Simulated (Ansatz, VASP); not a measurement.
# Cross-check of SnO between VASP and Ansatz

Aim: how closely do two programs agree when they are given the same cell, functional and k mesh? The cell is generated by rule, not measured, and may not be a known phase. The cell is taken from a series of runs on this material, whose earlier steps may have relaxed, scaled, displaced or heated it; both programs get it as it stands.

Calculated with Ansatz 0.2.0; plane waves, with VASP 6.6.1 beside it; LDA.

### 1. The starting structure

Symmetry: P-4m2, No. 115, tetragonal system. The conventional cell has a = 3.260 Å, b = 3.260 Å, c = 6.699 Å, α = 90.00°, β = 90.00°, γ = 90.00°. Nearest to Sn lie 4 O at 2.68 Å. Sn has 4 O at 2.04 Å nearest. Nearest to O lie 2 Sn at 2.04 Å. Farther neighbours and most contacts between anions are not listed.

### 2. Ansatz: relaxation of cell and atoms, LDA, pair 1

Ansatz runs on its default PAW (the set named soft_2) files.

The relaxed volume is the usual yardstick between codes: in a stiff, nearly cubic crystal its relative difference is about their pressure difference at one cell divided by the bulk modulus.

File input.yaml:

```yaml
crystal:
  lattice:
    - [3.259798197, 0.0, 0.0]
    - [0.0, 3.259798197, 0.0]
    - [0.0, 0.0, 6.6988478071]
  atoms:
    - { symbol: Sn, position: [0.5, 0.5, 0.5] }
    - { symbol: Sn, position: [0.0, 0.0, 0.0] }
    - { symbol: O, position: [0.0, 0.5, 0.8178075283] }
    - { symbol: O, position: [0.5, 0.0, 0.1821924717] }
kpoints:
  mp_grid: { grid: [12, 12, 6] }
hamiltonian:
  xc: lda
scf:
  occupations: { method: methfessel_paxton, width: 0.15 }
output:
  forces: true
  stress: true
  eigenvalues: true
relax:
  adjacent_minimum: "off"
  f_tol: 0.001
  max_steps: 60
  cell: { stress_tol: 0.01 }
```

Launch:

```
$ ansatz run input.yaml --threads 4 --pin off --max-ram 7168MiB --backend cpu --events-out ev --progress --plain --runs-dir out
```

Numbers of over 12 decimals in the logs are rounded to 6 here.

Log:

```text
Engine: ansatz 0.2.0, aarch64-unknown-linux-gnu
Pseudopotentials: kind: paw
Pseudopotential: Sn, paw, valence charge 14, recommended cutoff 420 eV (normal), Sn.paw.azcp
Pseudopotential: O, paw, valence charge 6, recommended cutoff 420 eV (normal), O.paw.azcp
Functional definition: SPW92
  exchange = slater_x
  correlation = pw_c
Crystal: 4 atoms, lattice volume = 71.184 Å³
Basis set: ecut = 420 eV, 1423 PW (Γ)
Bands: 24, of which v1, the nominal top of the filled ones, is band 20 counted from 1 (19 counted from 0)
Symmetry: 8 space group operations
Space group: P-4m2 (ITA 115), of the structure as read, at distance tolerance 4.1e-5 Å
k-points: 112 of 864 (time reversal used)
Non-local potential: Sn, projectors of the file, l = 0: 2, l = 1: 2, l = 2: 2, l = 3: 2
Non-local potential: O, projectors of the file, l = 0: 2, l = 1: 2, l = 2: 1
PAW form: soft (Blöchl's): semilocal exchange-correlation on the pseudo side does not see the compensation charge
PAW frozen core: Sn, regenerated for the run's functional, and the local potential with it (the file was generated under x = pbe(κ = 0.804, μ = 0.219515), c = pbe(β = 0.066725))
PAW frozen core: O, regenerated for the run's functional, and the local potential with it (the file was generated under x = pbe(κ = 0.804, μ = 0.219515), c = pbe(β = 0.066725))
PAW one-centre angular grid: Sn, 590 points (default); XC on 64 Gauss nodes
PAW one-centre angular grid: O, 110 points (default); XC on 64 Gauss nodes
Initial density: superposition of atomic densities (neutral atoms: chi_scale 0, normalization atom), corrected by the library's trained network
Initial wavefunctions: pseudopotential atomic-orbital guess
Functional: x = slater, c = lda
SCF iter   1: F=—  HF=-12868.013611 eV  |F-HF|=—  |Δ(HF+E_count)|=         —  Δρ=1.91e-2  dr2=2.84e-1  ethr=1.77e-3  ⟨swp⟩=5.7  Hψ=11980  notcnv=0
preconditioner: auto → Kerker (q_TF=auto, 2.478 Å⁻¹)  [metal: Δε(μ)=0.020 eV  Ē_g=17.639 eV  σ=0.150 eV  W_gap=0.11  n_scr=16 (ndim 8)  ℏωp=27.8 eV  f_vac=0.000  D(μ)=0.98/eV (n_scr^D=2)]
SCF iter   2: F=—  HF=-12867.965969 eV  |F-HF|=—  |Δ(HF+E_count)|=   4.76e-2  S|Δr|=    0.00e0  Δρ=7.14e-3  dr2=5.16e-2  ethr=7.11e-4  ⟨swp⟩=1.7  Hψ=3752  notcnv=0
SCF iter   3: F=—  HF=-12867.956382 eV  |F-HF|=—  |Δ(HF+E_count)|=   9.59e-3  S|Δr|=    0.00e0  Δρ=1.75e-3  dr2=3.60e-3  ethr=1.29e-4  ⟨swp⟩=2.0  Hψ=3124  notcnv=0
SCF iter   4: F=—  HF=-12867.955519 eV  |F-HF|=—  |Δ(HF+E_count)|=   8.63e-4  S|Δr|=    0.00e0  Δρ=3.30e-4  dr2=1.82e-4  ethr=8.99e-6  ⟨swp⟩=2.0  Hψ=3219  notcnv=0
SCF iter   5: F=—  HF=-12867.955494 eV  |F-HF|=—  |Δ(HF+E_count)|=   2.52e-5  S|Δr|=    0.00e0  Δρ=1.14e-4  dr2=1.46e-5  ethr=4.55e-7  ⟨swp⟩=2.0  Hψ=4153  notcnv=0
SCF iter   6: F=—  HF=-12867.955486 eV  |F-HF|=—  |Δ(HF+E_count)|=   8.14e-6  S|Δr|=    0.00e0  Δρ=3.42e-5  dr2=2.00e-6  ethr=3.64e-8  ⟨swp⟩=2.3  Hψ=4368  notcnv=0
SCF iter   7: F=—  HF=-12867.955485 eV  |F-HF|=—  |Δ(HF+E_count)|=   1.79e-7  S|Δr|=    0.00e0  Δρ=1.21e-5  dr2=1.62e-7  ethr=5.00e-9  ⟨swp⟩=1.5  Hψ=2873  notcnv=0
SCF iter   8: F=-12867.955485 eV  HF=-12867.955485 eV  |F-HF|=7.26e-9  |Δ(HF+E_count)|=   9.48e-9  S|Δr|=    0.00e0  Δρ=3.44e-6  dr2=1.52e-8  ethr=2.50e-10  ⟨swp⟩=5.5  Hψ=9927  notcnv=0
SCF 1 converged in 8 iterations: F = -12867.955485 eV  dr2 = 1.52e-8
  greatest PAW one-centre occupation: 0.994 electrons in one spin orbital (limit 2), on the Sn atom at site 1 (counted from 0), in its partial waves of l = 2
relax step   1: F+E_penalty+E_count = -12867.95548542 eV  Δ(F+E_penalty+E_count) = +0.000e0 eV  max|allowed force component| = 6.689e-2 eV/Å  Δτ_max = 0.0000 Å  P = -0.083 GPa  Ω = 71.184 Å³  (8 SCF iters, dr2 threshold 1.00e-7 eV, accepted)
[...]
relax step   6: F+E_penalty+E_count = -12867.95712431 eV  Δ(F+E_penalty+E_count) = -8.082e-4 eV  max|allowed force component| = 2.375e-6 eV/Å  Δτ_max = 0.0000 Å  P = +0.022 GPa  Ω = 71.429 Å³  stress off target by 4.47e-2 GPa  SCF on the basis re-selected at this cell (its energy is not comparable with the rows above)  (6 SCF iters)
[...]
relax step   7: F+E_penalty+E_count = -12867.95705946 eV  Δ(F+E_penalty+E_count) = +6.485e-5 eV  max|allowed force component| = 1.150e-4 eV/Å  Δτ_max = 0.0004 Å  P = +0.001 GPa  Ω = 71.450 Å³  energy of the carried Pulay correction = -6.895e-5 eV  (4 SCF iters, dr2 threshold 5.00e-9 eV, accepted)
[...]
relax step   8: F+E_penalty+E_count = -12867.95715318 eV  Δ(F+E_penalty+E_count) = -9.371e-5 eV  max|allowed force component| = 1.084e-4 eV/Å  Δτ_max = 0.0000 Å  P = +0.002 GPa  Ω = 71.450 Å³  stress off target by 4.97e-3 GPa  SCF on the basis re-selected at this cell (its energy is not comparable with the rows above)  (6 SCF iters)
basis re-selected at this cell: Δ(F+E_penalty+E_count) = -9.371e-5 eV, ΔP = +0.001 GPa vs the last step (what re-selecting the basis moved, of the pressure what is left beyond the Pulay correction that the steps carried, after the strain that the cell walked since its last selection, with what the two solves' SCF thresholds leave and, on support functions, any second-order correction that the steps lacked; it is no m [...]
SCF converged after 6 iterations
Stability not checked: this state was not tested for a lower state beside it, because cold or Methfessel-Paxton smearing, or corrected tetrahedra, fill the levels in a way that the test cannot read (fill_not_monotonic; see scf.lower_state_search)
Free energy (F): -12867.957153 eV
Harris-Foulkes:  -12867.957153 eV  (|F-HF|=7.28e-12)
Internal energy: -12867.957018 eV  (E = F + TS)
E sigma→0 (E₀):  -12867.957119 eV
Entropy (-TS):   -0.000135 eV (-0.034 meV/atom)
Fermi energy:    9.741124 eV
--- Per-component energies (eV) ---
  E_band       = -214.598358
  E_kinetic    = 722.940621
  E_local      = -2607.846963  (includes V_loc(G=0)·N_el)
  E_nonlocal   = 45.081814
  E_hartree    = 1397.227105
  E_xc         = -901.583406
  E_vxc        = -381.987316  (∫ρ·V_xc dr)
  E_paw        = -8286.065555  (= ΣΔE_a)
  E_vpaw       = -787.245498  (= ΣTr[D̂ρ^β])
  E_aug_tail   = 0.004794  (compensation charges beyond the density's cutoff)
  E_ewald      = -3238.759066
  E_core_change = 1.043639  (= ΣΔE_core)
  E_smearing   = -0.000135  (= −TS)
  E_closure    = 0.000000  (closes the sum)
  Σ components = -12867.957153   (vs F -12867.957153, Δ=0.00e0)
--- Forces (eV/Å), atoms counted from 1 ---
  atom   1  Sn    -0.00000000    -0.00000000    -0.00000000
  atom   2  Sn     0.00000000    -0.00000000     0.00000000
  atom   3  O     -0.00000000     0.00000000     0.00010838
  atom   4  O     -0.00000000     0.00000000    -0.00010838
  max |Σ_I F_I| component: 1.67e-16 eV/Å
--- Stress (GPa, compression-positive) ---
        0.000461      -0.000000      -0.000000
       -0.000000       0.000461       0.000000
       -0.000000       0.000000       0.004966
  P = ⅓ Tr σ = 0.0020 GPa (0.020 kbar)
--- Band table (eV; the first three rows and the last of 112) ---
  k-point 0: bands = [... 16 lower, 4.5030, 5.9661, 5.9661, 8.9665, 9.7564, 13.2130, 15.0157, 15.0157]
  k-point 1: bands = [... 16 lower, 4.8870, 5.9559, 5.9559, 8.4217, 10.1989, 13.0404, 15.0413, 15.0413]
  k-point 2: bands = [... 16 lower, 5.6525, 5.9355, 5.9355, 7.5649, 10.7530, 12.6702, 15.0941, 15.0941]
  k-point 111: bands = [... 16 lower, 3.9462, 4.2202, 7.3421, 9.3326, 9.3326, 11.6571, 11.6571, 12.2708]
--- Relaxed structure (6 steps of the walk, 6 accepted, 2 SCFs on fresh bases) ---
  F+E_penalty+E_count = -12867.95715318 eV   max|allowed force component| = 1.084e-4 eV/Å   (the final SCF, on the basis selected at the relaxed cell)
  cell:  # Å, volume = 71.4500 Å³
    - [3.254435, 0, -1.0844102729015178e-18]
    - [0, 3.254435, 0]
    - [-2.2284506400759525e-18, 0, 6.746073]
  atoms:
    - { symbol: Sn, position: [0.5, 0.5, 0.500000] }
    - { symbol: Sn, position: [0, 0, 0] }
    - { symbol: O, position: [-1.58226082552929e-19, 0.5, 0.820582] }
    - { symbol: O, position: [0.5, 0, 0.179418] }
```

Reading the cycles: dr2 is the Hartree energy of the density residual (eV), the measure of convergence; HF is the Harris–Foulkes estimate of the energy, which meets the free energy F at convergence.

### 3. VASP: relaxation of cell and atoms, LDA, pair 1

The same cell, functional (in two slightly different forms), mesh and smearing now go to VASP, with its own data sets.

Lines of VASP's logs that name or quote its potential files are left out, and so is its time.

File INCAR:

```
SYSTEM = SnO
PREC = Accurate
ENCUT = 600
EDIFF = 1E-07
NELM = 120
ISMEAR = 1
SIGMA = 0.15
LREAL = .FALSE.
ALGO = Normal
GGA = PW92
NBANDS = 26
LORBIT = 11
LWAVE = .FALSE.
LCHARG = .FALSE.
ISIF = 3
IBRION = 2
NSW = 80
EDIFFG = -0.005
LASPH = .TRUE.
GGA_COMPAT = .FALSE.
NELMIN = 4
KPAR = 2
```

File POSCAR:

```
SnO
1.0
    3.2597980000      0.0000000000      0.0000000000
    0.0000000000      3.2597980000      0.0000000000
    0.0000000000      0.0000000000      6.6988480000
Sn O
2 2
Direct
    0.5000000000      0.5000000000      0.5000000000
    0.0000000000      0.0000000000      0.0000000000
    0.0000000000      0.5000000000      0.8178074797
    0.5000000000      0.0000000000      0.1821925203
```

File KPOINTS:

```
Automatic mesh
0
Gamma
12 12 6
0 0 0
```

Potentials, in the order of the species: Sn_d and O (LDA family, release 64).

Launch:

```
$ mpirun -np 2 vasp_std
```

Log:

```text
[banner, memory and clock lines left out]
running    2 mpi-ranks, on    1 nodes
 distrk:  each k-point on    1 cores,    2 groups
 distr:  one band on    1 cores,    1 groups

 POSCAR found type information on POSCAR SnO
 POSCAR found :  2 types and       4 ions
|                                                                             |
|               ----> ADVICE to this user running VASP <----                  |
|                                                                             |
|     You enforced a specific xc type in the INCAR file but a different       |
|     [... a line on the potential file left out ...]
|     I HOPE YOU KNOW WHAT YOU ARE DOING!                                     |
|                                                                             |

 LDA part: xc-table for (Slater(with rela. corr.)+PW92), standard interpolation
 POSCAR, INCAR and KPOINTS ok, starting setup
 FFT: planning ... GRIDC
 FFT: planning ... GRID_SOFT
 FFT: planning ... GRID
 WAVECAR not read
 entering main loop
       N       E                     dE             d eps       ncg     rms          rms(c)
DAV:   1     0.441717923739E+03    0.44172E+03   -0.22119E+04  5928   0.253E+03
DAV:   2     0.401572327759E+02   -0.40156E+03   -0.39046E+03  6154   0.584E+02
DAV:   3    -0.242425900794E+02   -0.64400E+02   -0.63392E+02  6942   0.202E+02
DAV:   4    -0.272936226178E+02   -0.30510E+01   -0.30224E+01  6850   0.469E+01
DAV:   5    -0.273776989107E+02   -0.84076E-01   -0.83991E-01  7156   0.809E+00    0.116E+01
DAV:   6    -0.242330456824E+02    0.31447E+01   -0.20557E+01  8932   0.520E+01    0.601E+00
DAV:   7    -0.239370474515E+02    0.29600E+00   -0.26264E+00  6516   0.113E+01    0.267E+00
DAV:   8    -0.238917778539E+02    0.45270E-01   -0.52454E-01  6786   0.455E+00    0.823E-01
DAV:   9    -0.238732939139E+02    0.18484E-01   -0.94127E-02  8430   0.269E+00    0.266E-01
DAV:  10    -0.238728742506E+02    0.41966E-03   -0.11176E-02  7454   0.850E-01    0.688E-02
DAV:  11    -0.238729363354E+02   -0.62085E-04   -0.82594E-04  6568   0.203E-01    0.262E-02
DAV:  12    -0.238729377899E+02   -0.14545E-05   -0.10931E-04  8772   0.123E-01    0.180E-02
DAV:  13    -0.238729307630E+02    0.70269E-05   -0.48267E-05  8956   0.632E-02    0.404E-03
DAV:  14    -0.238729308829E+02   -0.11991E-06   -0.32456E-06  6296   0.115E-02    0.293E-03
DAV:  15    -0.238729307853E+02    0.97650E-07   -0.39411E-07  5552   0.534E-03
   1 F= -.23872931E+02 E0= -.23873082E+02  d E =-.238729E+02
[... from here on, the cycles between the ionic steps are left out ...]
   2 F= -.23873195E+02 E0= -.23873346E+02  d E =-.264074E-03
   3 F= -.23873195E+02 E0= -.23873346E+02  d E =-.264507E-03
   4 F= -.23873448E+02 E0= -.23873568E+02  d E =-.252484E-03
   5 F= -.23873485E+02 E0= -.23873597E+02  d E =-.290102E-03
   6 F= -.23873524E+02 E0= -.23873618E+02  d E =-.329141E-03
   7 F= -.23873527E+02 E0= -.23873614E+02  d E =-.331371E-03
   8 F= -.23873532E+02 E0= -.23873617E+02  d E =-.574308E-05
   9 F= -.23873533E+02 E0= -.23873616E+02  d E =-.608002E-05
 curvature:  -0.97 expect dE=-0.797E-05 dE for cont linesearch -0.556E-07
 trial: gam= 0.89787 g(F)=  0.455E-05 g(S)=  0.366E-05 ort = 0.797E-06 (trialstep = 0.760E+00)
 search vector abs. value=  0.186E-04
 bond charge predicted
       N       E                     dE             d eps       ncg     rms          rms(c)
DAV:   1    -0.238735323006E+02    0.44426E-06   -0.27777E-03  6736   0.299E-01    0.118E-02
DAV:   2    -0.238735385685E+02   -0.62679E-05   -0.74520E-05  6592   0.563E-02    0.385E-03
DAV:   3    -0.238735383138E+02    0.25470E-06   -0.12061E-06  7834   0.122E-02    0.231E-03
DAV:   4    -0.238735382048E+02    0.10898E-06   -0.31372E-07  5192   0.501E-03    0.687E-04
DAV:   5    -0.238735382052E+02   -0.36925E-09   -0.95028E-08  3038   0.219E-03
  10 F= -.23873538E+02 E0= -.23873617E+02  d E =-.546173E-05
 trial-energy change:   -0.000005  1 .order   -0.000005   -0.000007   -0.000004
 step:   1.9103(harm=  1.9103)  dis= 0.00128  next Energy=   -23.873541 (dE=-0.852E-05)
 reached required accuracy - stopping structural energy minimisation
```

Parts of OUTCAR (step 3):

```text
ion  position               nearest neighbor table
   1  0.500  0.500  0.500-   3 2.68   4 2.68   4 2.68   3 2.68
   2  0.000  0.000  0.000-   3 2.04   4 2.04   3 2.04   4 2.04
   3  0.000  0.500  0.818-   2 2.04   2 2.04   1 2.68   1 2.68
   4  0.500  0.000  0.182-   2 2.04   2 2.04   1 2.68   1 2.68

  LATTYP: Found a simple tetragonal cell.
 ALAT       =     3.2597980000
 C/A-ratio  =     2.0549886833

 Subroutine GETGRP returns: Found  8 space group operations
 (whereof  8 operations were pure point group operations)

The static configuration has the point symmetry D_2d.

 Found    112 irreducible k-points:

   k-points           NKPTS =    112   k-points in BZ     NKDIM =    112   number of bands    NBANDS=     26

   dimension x,y,z NGX =    28 NGY =   28 NGZ =   54
   dimension x,y,z NGXF=    56 NGYF=   56 NGZF=  108

   ENCUT  =  600.0 eV  44.10 Ry    6.64 a.u.   6.51  6.51 13.38*2*pi/ulx,y,z

   NELECT =      40.0000    total number of electrons

 k-points in reciprocal lattice and weights: Automatic mesh
   0.00000000  0.00000000  0.00000000       0.001
   0.08333333  0.00000000  0.00000000       0.005
   0.16666667  0.00000000  0.00000000       0.005
   0.25000000  0.00000000  0.00000000       0.005
   0.33333333  0.00000000  0.00000000       0.005
   0.41666667  0.00000000  0.00000000       0.005
   0.50000000  0.00000000  0.00000000       0.002
   0.08333333  0.08333333  0.00000000       0.005
   0.16666667  0.08333333  0.00000000       0.009
[...]
0.50000000  0.41666667  0.50000000       0.005
   0.50000000  0.50000000  0.50000000       0.001

 average (electrostatic) potential at core
       1 -99.8459       2-100.7584       3 -70.6267       4 -70.6267

 E-fermi :   7.0795

 k-point     1 :       0.0000    0.0000    0.0000
  band No.  band energies     occupation
    ...
     17       1.8325      2.00000
     18       3.3171      2.00000
     19       3.3171      2.00000
     20       6.3169      2.00000
     21       7.0932      0.84563
     22      10.6239      0.00000
     23      12.3620      0.00000
     24      12.3620      0.00000
     25      14.0248      0.00000
     26      14.8123      0.00000

 k-point     2 :       0.0833    0.0000    0.0000
  band No.  band energies     occupation
    ...
     16       1.6965      2.00000
     17       1.9762      2.00000
     18       3.2942      2.00000
     19       3.3243      2.00000
     20       6.4023      2.00000
     21       7.2447     -0.06540
     22      10.6166      0.00000
     23      11.5119      0.00000
     24      12.4580      0.00000
     25      13.5343      0.00000
    ...

 k-point     3 :       0.1667    0.0000    0.0000
  band No.  band energies     occupation
    ...
     16       1.7694      2.00000
     17       2.0665      2.00000
     18       3.2674      2.00000
     19       3.3441      2.00000
     20       6.6082      2.00008
     21       7.5567     -0.00007
     22       9.8717     -0.00000
     23      10.7496      0.00000
     24      12.7357      0.00000
     25      12.7477      0.00000
    ...

  Total        0.0017571      0.0017571     -0.0097678      0.0000000      0.0000000      0.0000000
  in kB        0.0394832      0.0394832     -0.2194912      0.0000000      0.0000000      0.0000000
  external PRESSURE =      -0.0468416 kB  Pullay stress =       0.0000000 kB

  energy-cutoff  :      600.00
  volume of cell :       71.30
      direct lattice vectors                 reciprocal lattice vectors
     3.253008646  0.000000000 -0.000000000     0.307407729  0.000000000 -0.000000000
     0.000000000  3.253008646  0.000000000     0.000000000  0.307407729  0.000000000
     0.000000000  0.000000000  6.737795985     0.000000000  0.000000000  0.148416485

 POSITION                                       TOTAL-FORCE (eV/Angst)
 -----------------------------------------------------------------------------------
      1.62650      1.62650      3.36890        -0.000000      0.000000      0.000000
      3.25301      0.00000      6.73780        -0.000000     -0.000000      0.000000
      0.00000      1.62650      5.51370         0.000000     -0.000000      0.004075
      1.62650      0.00000      1.22409        -0.000000     -0.000000     -0.004075
 -----------------------------------------------------------------------------------
    total drift:                                0.000000      0.000000      0.000000

  FREE ENERGIE OF THE ION-ELECTRON SYSTEM (eV)
  ---------------------------------------------------
  free  energy   TOTEN  =       -23.8735382052 eV

  energy  without entropy=      -23.8737740563  energy(sigma->0) =      -23.87361682

 reached required accuracy - stopping structural energy minimisation

 total charge
# of ion       s       p       d       tot
------------------------------------------
    1        1.349   0.745   9.966  12.060
    2        1.088   1.081  10.229  12.398
    3        1.590   3.358   0.000   4.948
    4        1.590   3.358   0.000   4.948
--------------------------------------------------
tot          5.618   8.542  20.195  34.355

[... 3 further parts left out ...]
```

### 4. Side by side

Known differences besides the potentials themselves: the cutoff is 420 eV in Ansatz and 600 eV in VASP; VASP's log shows a relativistic correction to its local exchange, Ansatz's none; Ansatz adds a Pulay correction to the stress that steers its cell, VASP none. Total energies have different zeros and are not compared.

Both answers:

| quantity | Ansatz | VASP | difference |
| --- | --- | --- | --- |
| volume (Å³) | 71.45 | 71.30 | +0.21 % |
| edge a after relaxation, in the typed setting (Å) | 3.254 | 3.253 | +0.04 % |
| edge c after relaxation, in the typed setting (Å) | 6.746 | 6.738 | +0.12 % |

(Part 1 of 2 ends here.)

[Lines on the potential files, build, host, timing and source positions are cut from VASP's logs without a mark.]

[Logs are printed without paths, hosts, clocks, repeated set-up lines and the standing remarks that a program may print on its own settings, such as how far it seeks lower states.]

[Hosts, paths, dates, database ids (printed as entryN), source tags and the programs' standing remarks are cut or masked in the printed files.]
